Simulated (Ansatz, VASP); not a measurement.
## One calculation of RbLi, two programs

```
CELL_PARAMETERS angstrom
0.00000 3.86574 3.86574
3.86574 0.00000 3.86574
3.86574 3.86574 0.00000
ATOMIC_POSITIONS crystal
Rb 0.50000 0.50000 0.50000
Li 0.00000 0.00000 0.00000
```

Alike in both runs: task relaxation of cell and atoms; functional PBE; k mesh 12 × 12 × 12; occupations gaussian, width 0.1 eV; no spin polarisation.

|  | VASP | Ansatz |
| --- | --- | --- |
| version | VASP 6.6.1 | Ansatz 0.2.0 |
| potentials or method | VASP PAW PBE potentials, release 64 (Rb_sv, Li_sv) | scalar-relativistic, plane waves, PAW |
| plane-wave cutoff (eV) | 600 | 420 |
| valence electrons in the cell | 12 | 12 |

```tsv
	VASP	Ansatz	Ansatz less VASP
gap on the k mesh at the Fermi level, each at its own relaxed structure (eV)	none	none	-
relaxed volume (Å³/atom)	60.77	60.96	+0.192
relaxed cell length with the largest relative difference (Å)	5.560	5.566	+0.0058
energy change over the relaxation (meV/atom)	-2	-2	-0.4
```

A gap of «none» marks a metal or a gap that the smearing closes.

Caveats: the cutoff is under 1.25 times the usual one of these potentials, so pressure, stress and relaxed cells hold a basis-set (Pulay) error (VASP).
